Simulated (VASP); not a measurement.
An input for Quantum ESPRESSO's pw.x (written as the equivalent of a VASP run, and not itself run):

```
&CONTROL
  calculation = 'scf'
  pseudo_dir = './pseudo'
  outdir = './out'
  tprnfor = .true.
  tstress = .true.
/
&SYSTEM
  ibrav = 0
  nat = 1
  ntyp = 1
  ecutwfc = 76
  occupations = 'tetrahedra'
  input_dft = 'pbesol'
/
&ELECTRONS
  conv_thr = 7.3e-09
  electron_maxstep = 100
/
ATOMIC_SPECIES
  B 10.810 B.upf
CELL_PARAMETERS angstrom
     0.0000000    1.4282243    1.4282243
     1.4282243    0.0000000    1.4282243
     1.4282243    1.4282243    0.0000000
ATOMIC_POSITIONS crystal
  B    0.0000000  0.0000000  0.0000000
K_POINTS automatic
  24 24 24 0 0 0
```

Task: Translate this input to VASP (INCAR, KPOINTS, POSCAR, choice of POTCAR).

Result: This is not unique; one that fits is 
File KPOINTS:
```
Automatic mesh
0
Gamma
24 24 24
0 0 0
```

POSCAR:
```
B
1.0
  0.0000000000   1.4282242558   1.4282242558
  1.4282242558   0.0000000000   1.4282242558
  1.4282242558   1.4282242558   0.0000000000
B
1
direct
  0.0000000000   0.0000000000   0.0000000000
```

**INCAR**
```
SYSTEM = B
PREC = Accurate; ENCUT = 520; LREAL = F
LASPH = T
EDIFF = 1E-7; NELM = 100; ALGO = Normal
ISMEAR = -5
GGA = PS
ISIF = 2
LWAVE = F; LCHARG = T; LORBIT = 11
NEDOS = 601
```

POTCAR, in this order: B (PBE.64 set). Program: vasp_std.

Limits of the translation: the potentials are each code's own (VASP's PAW set, PseudoDojo norm-conserving files in pw.x), so ENCUT and ecutwfc are chosen apart and not converted; conv_thr bounds pw.x's estimated SCF error, while EDIFF bounds the energy change between steps.

The structure was generated: B was put into the fcc type (Fm-3m), which need not be its known phase. It was relaxed first.
